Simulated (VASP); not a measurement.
An input for Quantum ESPRESSO's pw.x (written as the equivalent of a VASP run, and not itself run):

```
&CONTROL
  calculation = 'relax'
  pseudo_dir = './pseudo'
  outdir = './out'
  tprnfor = .true.
  tstress = .true.
  nstep = 30
  forc_conv_thr = 3.9e-05
/
&SYSTEM
  ibrav = 0
  nat = 6
  ntyp = 2
  ecutwfc = 86
  occupations = 'smearing'
  smearing = 'gaussian'
  degauss = 0.003675
  input_dft = 'pz'
/
&ELECTRONS
  conv_thr = 7.3e-10
  electron_maxstep = 100
/
&IONS
/
ATOMIC_SPECIES
  Ag 107.868 Ag.upf
  O 15.999 O.upf
CELL_PARAMETERS angstrom
     4.6397838    0.0000000    0.0000000
     0.0000000    4.6397838    0.0000000
     0.0000000    0.0000000    4.6397838
ATOMIC_POSITIONS crystal
  Ag   0.7500000  0.2500000  0.7500000
  Ag   0.2500000  0.7500000  0.7500000
  Ag   0.7500000  0.7500000  0.2500000
  Ag   0.2500000  0.2500000  0.2500000
  O    0.0000000  0.0000000  0.0000000
  O    0.5000000  0.5000000  0.5000000
K_POINTS automatic
  5 5 5 0 0 0
```

Translate this input to VASP (INCAR, KPOINTS, POSCAR, choice of POTCAR).

This is not unique; one that fits is 
**INCAR**
```
SYSTEM = Ag2O
PREC = Accurate
ENCUT = 520
EDIFF = 1E-8
NELM = 100
ALGO = Normal
LREAL = .FALSE.
LASPH = .TRUE.
ISMEAR = 0
SIGMA = 0.05
LMAXMIX = 4
LWAVE = .FALSE.
LCHARG = .FALSE.
IBRION = 1
ISIF = 2
NSW = 30
EDIFFG = -0.001
```

KPOINTS:
```
Automatic mesh
0
Gamma
5 5 5
0 0 0
```

**POSCAR**
```
Ag2O
1.0
  4.6397837844   0.0000000000   0.0000000000
  0.0000000000   4.6397837844   0.0000000000
  0.0000000000   0.0000000000   4.6397837844
Ag O
4 2
Cart
  3.4798378383   1.1599459461   3.4798378383
  1.1599459461   3.4798378383   3.4798378383
  3.4798378383   3.4798378383   1.1599459461
  1.1599459461   1.1599459461   1.1599459461
  0.0000000000   0.0000000000   0.0000000000
  2.3198918922   2.3198918922   2.3198918922
```

POTCAR, in this order: Ag O (LDA.64 set). Program: vasp_std.

The two are equivalent in intent, not identical: the potentials are each code's own (VASP's PAW set, PseudoDojo norm-conserving files in pw.x), so ENCUT and ecutwfc are chosen apart and not converted; conv_thr bounds pw.x's estimated SCF error, while EDIFF bounds the energy change between steps; forc_conv_thr acts on force components and is met together with etot_conv_thr.

The compound is Ag2O in the cuprite structure. It was relaxed first, which changed the volume by -6 %. The start is the result of an earlier pass.
